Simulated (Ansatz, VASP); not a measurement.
One calculation of MgBe, two programs

INCAR

```
SYSTEM = MgBe
ALGO     = Normal         ! electronic algorithm
EDIFF    = 1E-7           ! SCF threshold, eV
ENCUT    = 520            ! plane-wave cutoff, eV
GGA      = PE             ! functional
ISIF     = 2              ! what is computed and relaxed
ISMEAR   = 0              ! smearing method
LASPH    = .True.         ! aspherical terms in the spheres
LCHARG   = .False.        ! write CHGCAR
LREAL    = .False.        ! projectors in reciprocal space
LWAVE    = .False.        ! write WAVECAR
NBANDS   = 9              ! bands
NELM     = 60             ! most SCF steps
PREC     = Accurate       ! precision mode
SIGMA    = 0.1            ! smearing width, eV
```

The input KPOINTS:

```
k-points
0
Gamma
  6 6 4
  0 0 0
```

File POSCAR:

```
MgBe
1.0
    2.9247531600      0.0000000000      0.0000000000
   -1.4623765800      2.5329105400      0.0000000000
    0.0000000000      0.0000000000      4.2316362300
Mg Be
1 1
Direct
    0.3333333300      0.6666666700      0.5000000000
    0.0000000000      0.0000000000      0.0000000000
```

Input for Ansatz:

```yaml
crystal:
  lattice:
    - [2.92475316, 0.0, 0.0]
    - [-1.46237658, 2.53291054, 0.0]
    - [0.0, 0.0, 4.23163623]
  atoms:
    - { symbol: Mg, position: [0.33333333, 0.66666667, 0.5] }
    - { symbol: Be, position: [0.0, 0.0, 0.0] }
basis:
  ecutwfc: 420
kpoints:
  mp_grid: { grid: [6, 6, 4] }
hamiltonian:
  xc: pbe
scf:
  occupations: { method: gaussian, width: 0.1 }
  lower_state_search: "off"
output:
  forces: true
  stress: true
  eigenvalues: true
```

Alike in both runs: task single point; functional PBE; k mesh 6 × 6 × 4; occupations gaussian, width 0.1 eV; no spin polarisation.

|  | VASP | Ansatz |
| --- | --- | --- |
| version | VASP 6.6.1 | Ansatz 0.2.0 |
| potentials or method | VASP PAW PBE potentials, release 64 (Mg, Be) | scalar-relativistic, plane waves, PAW |
| plane-wave cutoff (eV) | 520 | 420 |
| valence electrons in the cell | 4 | 12 |

```tsv
	VASP	Ansatz	Ansatz less VASP
gap on the k mesh at the Fermi level (eV)	none	none	-
pressure (GPa)	-1.5	-1.4	+0.05
largest component of the traceless stress (GPa)	3.10	3.10	0.000
```

A gap of «none» marks a metal or a gap that the smearing closes. The two sets of potentials don't hold the same shells in valence.

Caveats: the k mesh is coarse (spacing up to 0.41 Å⁻¹), so the values aren't converged.
